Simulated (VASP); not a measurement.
Calculation: PBE GGA + U (Dudarev), VASP's PBE PAW potentials (set 64) (plane waves; VASP).

VASP ran on this input.

**KPOINTS**
```
Regular mesh
0
Gamma
  6 6 6
0 0 0
```

### INCAR
```
SYSTEM = MnS
PREC = Accurate; ENCUT = 400; LREAL = .FALSE.
LASPH = .TRUE.
EDIFF = 1E-6; NELM = 100; ALGO = Normal
LMAXMIX = 4
ISMEAR = 0; SIGMA = 0.05
GGA = PE
MAGMOM = 5.0 -5.0 2*0.0
ISPIN = 2
LDAUL = 2 -1
LDAUU = 5.0 0
LDAUJ = 0 0
LDAU = .TRUE.; LDAUTYPE = 2; LDAUPRINT = 1
ISIF = 2
LWAVE = .FALSE.; LCHARG = .FALSE.; LORBIT = 10
```

POSCAR:
```
MnS
1
    5.2200000000     2.6100000000     2.6100000000
    2.6100000000     5.2200000000     2.6100000000
    2.6100000000     2.6100000000     5.2200000000
Mn S
2 2
Direct
  0.0000000000   0.0000000000   0.0000000000
  0.5000000000   0.5000000000   0.5000000000
  0.2500000000   0.2500000000   0.2500000000
  0.7500000000   0.7500000000   0.7500000000
```

POTCAR, in this order: Mn_pv S (PBE.64 set). Program: vasp_std.

The run wrote:

File OSZICAR:
```
       N       E                     dE             d eps       ncg     rms          rms(c)
DAV:   1     0.334379648612E+03    0.33438E+03   -0.18993E+04  3392   0.148E+03
DAV:   2     0.717173127993E+01   -0.32721E+03   -0.32339E+03  2986   0.429E+02
DAV:   3    -0.236551000762E+02   -0.30827E+02   -0.30311E+02  4060   0.121E+02
DAV:   4    -0.245283778853E+02   -0.87328E+00   -0.87250E+00  3602   0.209E+01
DAV:   5    -0.245421610037E+02   -0.13783E-01   -0.13782E-01  3700   0.323E+00    0.153E+01
DAV:   6    -0.243839237623E+02    0.15824E+00   -0.16093E+01  3160   0.478E+01    0.149E+01
DAV:   7    -0.254352501448E+02   -0.10513E+01   -0.44219E+00  3646   0.149E+01    0.924E+00
DAV:   8    -0.254476398832E+02   -0.12390E-01   -0.50995E-01  3669   0.638E+00    0.449E+00
DAV:   9    -0.255083501675E+02   -0.60710E-01   -0.84588E-02  3556   0.332E+00    0.826E-01
DAV:  10    -0.255382579970E+02   -0.29908E-01   -0.14453E-02  3707   0.224E+00    0.360E-01
DAV:  11    -0.255385702215E+02   -0.31222E-03   -0.31954E-03  3476   0.399E-01    0.245E-01
DAV:  12    -0.255387190107E+02   -0.14879E-03   -0.16643E-04  3770   0.122E-01    0.126E-01
DAV:  13    -0.255387553052E+02   -0.36294E-04   -0.51365E-05  3657   0.767E-02    0.308E-02
DAV:  14    -0.255387539480E+02    0.13572E-05   -0.20254E-05  4040   0.387E-02    0.109E-02
DAV:  15    -0.255387552140E+02   -0.12660E-05   -0.20322E-05  4014   0.350E-02    0.561E-03
DAV:  16    -0.255387545758E+02    0.63826E-06   -0.37036E-06  3104   0.206E-02
   1 F= -.25538755E+02 E0= -.25538755E+02  d E =-.105716E-10  mag=     0.0000
```

OUTCAR:
```
------------------------ aborting loop because EDIFF is reached ----------------------------------------
  FORCE on cell =-STRESS in cart. coord.  units (eV):
  Direction    XX          YY          ZZ          XY          YZ          ZX
  --------------------------------------------------------------------------------------
  Total        1.1769190      1.1769190      1.1769190     -0.0799343     -0.0799343     -0.0799343
  in kB       26.5140231     26.5140231     26.5140231     -1.8007874     -1.8007874     -1.8007874
  external PRESSURE =      26.5140231 kB  Pullay stress =       0.0000000 kB
  volume of cell :       71.12
      direct lattice vectors                 reciprocal lattice vectors
     5.220000000  2.610000000  2.610000000     0.287356322 -0.095785441 -0.095785441
     2.610000000  5.220000000  2.610000000    -0.095785441  0.287356322 -0.095785441
     2.610000000  2.610000000  5.220000000    -0.095785441 -0.095785441  0.287356322
 POSITION                                       TOTAL-FORCE (eV/Angst)
 -----------------------------------------------------------------------------------
      0.00000      0.00000      0.00000         0.000000      0.000000     -0.000000
      5.22000      5.22000      5.22000         0.000000      0.000000     -0.000000
      2.61000      2.61000      2.61000        -0.000000     -0.000000     -0.000000
      7.83000      7.83000      7.83000        -0.000000     -0.000000      0.000000
 -----------------------------------------------------------------------------------
    total drift:                                0.000000     -0.000000     -0.000000
  FREE ENERGIE OF THE ION-ELECTRON SYSTEM (eV)
  ---------------------------------------------------
  free  energy   TOTEN  =       -25.5387545758 eV

  energy  without entropy=      -25.5387545758  energy(sigma->0) =      -25.53875458

 total charge

# of ion       s       p       d       tot
------------------------------------------
    1        0.214   6.166   4.901  11.282
    2        0.214   6.166   4.901  11.282
    3        1.320   2.464   0.000   3.784
    4        1.320   2.464   0.000   3.784
--------------------------------------------------
tot          3.069  17.260   9.803  30.132

 magnetization (x)

# of ion       s       p       d       tot
------------------------------------------
    1        0.026   0.022   4.513   4.561
    2       -0.026  -0.022  -4.513  -4.561
    3        0.000   0.000   0.000   0.000
    4        0.000   0.000   0.000   0.000
--------------------------------------------------
tot          0.000   0.000   0.000   0.000
```
(Selected blocks of OUTCAR.)

The compound is MnS in the rock salt, AFM-II order structure. The cell was not relaxed at this level. The run is one of a series of settings (LDAU = .TRUE., LDAUJ = 0 0, LDAUL = 2 -1, LDAUTYPE = 2, LDAUU = 5.0 0 against the base run), some of them coarse on purpose.
